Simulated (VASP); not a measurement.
These are LDA (Ceperley-Alder, Perdew-Zunger), VASP's LDA PAW potentials (set 64) (plane waves; VASP) values and carry that method's errors.

VASP ran on this input.

### KPOINTS
```
kpoints
0
G
13 13 13
```

POSCAR:
```
HfN
1
    0.0000000000     2.2558600000     2.2558600000
    2.2558600000     0.0000000000     2.2558600000
    2.2558600000     2.2558600000     0.0000000000
Hf N
1 1
Direct
  0.0000000000   0.0000000000   0.0000000000
  0.5000000000   0.5000000000   0.5000000000
```

**INCAR**
```
ALGO = Normal
EDIFF = 1E-6
EDIFFG = -0.01
ENCUT = 520
IBRION = 2
ISIF = 3
ISMEAR = 1
LASPH = .True.
LCHARG = .False.
LMAXMIX = 6
LREAL = .False.
LWAVE = .False.
NELM = 100
NSW = 60
PREC = Accurate
SIGMA = 0.1
SYSTEM = HfN
```

POTCAR, in this order: Hf_pv N (LDA.64 set). Program: vasp_std.

Output

**OSZICAR**
```
       N       E                     dE             d eps       ncg     rms          rms(c)
DAV:   1     0.371542436209E+02    0.37154E+02   -0.83597E+03  1848   0.129E+03
DAV:   2    -0.246771930336E+02   -0.61831E+02   -0.58817E+02  2460   0.251E+02
DAV:   3    -0.268137063413E+02   -0.21365E+01   -0.21199E+01  2402   0.386E+01
DAV:   4    -0.268331053426E+02   -0.19399E-01   -0.19316E-01  2177   0.353E+00
DAV:   5    -0.268335339072E+02   -0.42856E-03   -0.42781E-03  2402   0.347E-01    0.508E+01
DAV:   6    -0.239862571154E+02    0.28473E+01   -0.15905E+01  2088   0.279E+01    0.432E+01
DAV:   7    -0.238795229428E+02    0.10673E+00   -0.69740E-01  2115   0.719E+00    0.269E+01
DAV:   8    -0.238552997686E+02    0.24223E-01   -0.12900E-01  2127   0.335E+00    0.502E+00
DAV:   9    -0.238471864419E+02    0.81133E-02   -0.48733E-02  2106   0.156E+00    0.151E+00
DAV:  10    -0.238466875736E+02    0.49887E-03   -0.28559E-03  2123   0.449E-01    0.110E-01
DAV:  11    -0.238466949700E+02   -0.73965E-05   -0.72248E-05  2228   0.918E-02    0.294E-02
DAV:  12    -0.238466939915E+02    0.97852E-06   -0.56137E-06  2087   0.232E-02
   1 F= -.23846694E+02 E0= -.23846574E+02  d E =-.238467E+02
       N       E                     dE             d eps       ncg     rms          rms(c)
DAV:   1    -0.242945174737E+02   -0.44782E+00   -0.14800E+01  1848   0.413E+01    0.141E+01
DAV:   2    -0.238931442274E+02    0.40137E+00   -0.65315E-01  1938   0.798E+00    0.651E+00
DAV:   3    -0.237725345450E+02    0.12061E+00   -0.25162E-01  2034   0.514E+00    0.398E+00
DAV:   4    -0.237686120195E+02    0.39225E-02   -0.12747E-02  2247   0.113E+00    0.253E+00
DAV:   5    -0.237680634786E+02    0.54854E-03   -0.14801E-03  2214   0.304E-01    0.220E-01
DAV:   6    -0.237680543936E+02    0.90851E-05   -0.11512E-04  2226   0.990E-02    0.516E-02
DAV:   7    -0.237680512753E+02    0.31183E-05   -0.42280E-06  2158   0.212E-02    0.268E-02
DAV:   8    -0.237680511394E+02    0.13587E-06   -0.40886E-07  1125   0.531E-03
   2 F= -.23768051E+02 E0= -.23767857E+02  d E =0.786429E-01
       N       E                     dE             d eps       ncg     rms          rms(c)
DAV:   1    -0.241040920891E+02   -0.33604E+00   -0.66172E+00  1848   0.274E+01    0.953E+00
DAV:   2    -0.239259925586E+02    0.17810E+00   -0.32085E-01  1911   0.556E+00    0.454E+00
DAV:   3    -0.238717338916E+02    0.54259E-01   -0.11993E-01  2037   0.339E+00    0.289E+00
DAV:   4    -0.238698786081E+02    0.18553E-02   -0.75608E-03  2259   0.834E-01    0.173E+00
DAV:   5    -0.238696129079E+02    0.26570E-03   -0.12060E-03  2139   0.288E-01    0.128E-01
DAV:   6    -0.238696055653E+02    0.73426E-05   -0.78854E-05  2197   0.848E-02    0.423E-02
DAV:   7    -0.238696039917E+02    0.15735E-05   -0.28022E-06  2086   0.170E-02    0.271E-02
DAV:   8    -0.238696039684E+02    0.23340E-07   -0.19692E-07  1083   0.365E-03
   3 F= -.23869604E+02 E0= -.23869457E+02  d E =-.229100E-01
       N       E                     dE             d eps       ncg     rms          rms(c)
DAV:   1    -0.238696412820E+02   -0.37290E-04   -0.70969E-04  1869   0.282E-01    0.916E-02
DAV:   2    -0.238696216907E+02    0.19591E-04   -0.34731E-05  1941   0.571E-02    0.418E-02
DAV:   3    -0.238696159081E+02    0.57826E-05   -0.12183E-05  2043   0.344E-02    0.280E-02
DAV:   4    -0.238696156551E+02    0.25301E-06   -0.71744E-07  1053   0.863E-03
   4 F= -.23869616E+02 E0= -.23869469E+02  d E =-.229217E-01
```

**OUTCAR**
```
------------------------ aborting loop because EDIFF is reached ----------------------------------------
  FORCE on cell =-STRESS in cart. coord.  units (eV):
  Direction    XX          YY          ZZ          XY          YZ          ZX
  --------------------------------------------------------------------------------------
  Total       -0.0025654     -0.0025654     -0.0025654      0.0000000      0.0000000      0.0000000
  in kB       -0.1850422     -0.1850422     -0.1850422      0.0000000      0.0000000      0.0000000
  external PRESSURE =      -0.1850422 kB  Pullay stress =       0.0000000 kB
  volume of cell :       22.21
      direct lattice vectors                 reciprocal lattice vectors
    -0.000000000  2.231114879  2.231114879    -0.224103207  0.224103207  0.224103207
     2.231114879 -0.000000000  2.231114879     0.224103207 -0.224103207  0.224103207
     2.231114879  2.231114879  0.000000000     0.224103207  0.224103207 -0.224103207
 POSITION                                       TOTAL-FORCE (eV/Angst)
 -----------------------------------------------------------------------------------
      0.00000      0.00000      0.00000         0.000000     -0.000000     -0.000000
      2.23111      2.23111      2.23111        -0.000000      0.000000      0.000000
 -----------------------------------------------------------------------------------
    total drift:                                0.000000     -0.000000     -0.000000
  FREE ENERGIE OF THE ION-ELECTRON SYSTEM (eV)
  ---------------------------------------------------
  free  energy   TOTEN  =       -23.8696156551 eV

  energy  without entropy=      -23.8691743211  energy(sigma->0) =      -23.86946854

 reached required accuracy - stopping structural energy minimisation
```
(Selected blocks of OUTCAR.)

CONTCAR:
```
HfN
   1.00000000000000
    -0.0000000000000000    2.2311148786257471    2.2311148786257471
     2.2311148786257471   -0.0000000000000000    2.2311148786257471
     2.2311148786257471    2.2311148786257471    0.0000000000000000
  Hf              N
     1     1
Direct
     0.0000000000000000    0.0000000000000000    0.0000000000000000
     0.5000000000000000    0.5000000000000000    0.5000000000000000
```

Energy and stress use the plane-wave basis of the starting cell.

The structure comes from a computed database's HfN entry (Fm-3m); how it stands against other phases isn't given here. This run relaxes it. Symmetry was kept, so distortions that lower it aren't found. The electron count is odd and the run is not spin-polarised, which forces a metal.
